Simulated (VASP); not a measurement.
An input for Ansatz (written as the equivalent of a VASP run, and not itself run):

Ansatz 0.2 input:
```yaml
crystal:
  lattice:
    - [2.4606334, 0.0000000, 0.0000000]
    - [-1.2303167, 2.1309715, 0.0000000]
    - [0.0000000, 0.0000000, 24.1443164]
  atoms:
    - { symbol: C, position: [0.0000000, 0.0000000, 0.5704835] }
    - { symbol: C, position: [0.0000000, 0.0000000, 0.4295165] }
    - { symbol: C, position: [0.3333330, 0.6666670, 0.4295084] }
    - { symbol: C, position: [0.6666670, 0.3333330, 0.5704916] }
kpoints:
  mp_grid: { grid: [9, 9, 1] }
hamiltonian:
  xc: r2scan
  pseudopotentials: { kind: paw }
scf:
  occupations: { method: gaussian, width: 0.05 }
  max_iter: 100
relax:
  max_steps: 60
  f_tol: 0.02
  cell: {}
output: { forces: true, stress: true, eigenvalues: true }
```

Q: Write the VASP files for the same calculation (r2SCAN).

A: This is not unique; one that fits is 
KPOINTS:
```
Regular mesh
0
G
 9 9 1
```

INCAR:
```
SYSTEM=C
PREC=Accurate; ENCUT=520; LREAL=F
LASPH=T
EDIFF=1E-6; NELM=100; ALGO=Normal
LMIXTAU=T
ISMEAR=0; SIGMA=0.05
METAGGA=R2SCAN
IBRION=2; NSW=60; ISIF=3
EDIFFG=-0.02
LWAVE=F; LCHARG=F
```

POSCAR:
```
C
1
    2.4606334396     0.0000000000    -0.0000000000
   -1.2303167198     2.1309714928     0.0000000000
    0.0000000000     0.0000000000    24.1443164413
C
4
Direct
  0.0000000000   0.0000000000   0.5704834665
  0.0000000000   0.0000000000   0.4295165335
  0.3333330000   0.6666670000   0.4295083683
  0.6666670000   0.3333330000   0.5704916317
```

POTCAR, in this order: C (PBE.64 set). Program: vasp_std.

The two are equivalent in intent, not identical: each code has its own PAW files, so the cut-off isn't converted (ENCUT is set for VASP's; basis.ecutwfc is left out, and Ansatz then takes the one that its files recommend); Ansatz stops its SCF on the density residual and VASP on the energy change (EDIFF).

The cell is a sheet with vacuum, built from a database entry that may be metastable or hypothetical.
